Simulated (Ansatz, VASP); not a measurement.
## One calculation of NaIrAu, two programs

```
CELL_PARAMETERS angstrom
3.61271 0.00000 0.00000
0.00000 3.61271 0.00000
0.00000 0.00000 5.07552
ATOMIC_POSITIONS crystal
Na 0.50000 0.50000 0.00000
Ir 0.00000 0.00000 0.00000
Au 0.50000 0.50000 0.50000
```

Alike in both runs: functional PBE; k mesh 12 × 12 × 10; occupations gaussian, width 0.1 eV; no spin polarisation.

Ansatz relaxed the structure, and its values are those at the end. VASP's run is a single point on that final structure, the one shown.

|  | VASP | Ansatz |
| --- | --- | --- |
| version | VASP 6.6.1 | Ansatz 0.2.0 |
| potentials or method | VASP PAW PBE potentials, release 64 (Na_pv, Ir, Au) | scalar-relativistic, plane waves, PAW |
| plane-wave cutoff (eV) | 520 | 420 |
| valence electrons in the cell | 27 | 45 |

Ansatz gave:

* gap on the k mesh at the Fermi level (eV): none
* pressure (GPa): 0.0

Q: Estimate VASP's values.

A: gap on the k mesh at the Fermi level (eV): none; pressure (GPa): 0.1.

A gap of «none» marks a metal or a gap that the smearing closes. With one functional, cell and mesh, what is left measures potentials, basis and numerics. The two sets of potentials don't hold the same shells in valence.

The runs have no spin-orbit coupling, so splittings on Au, Ir are missing.
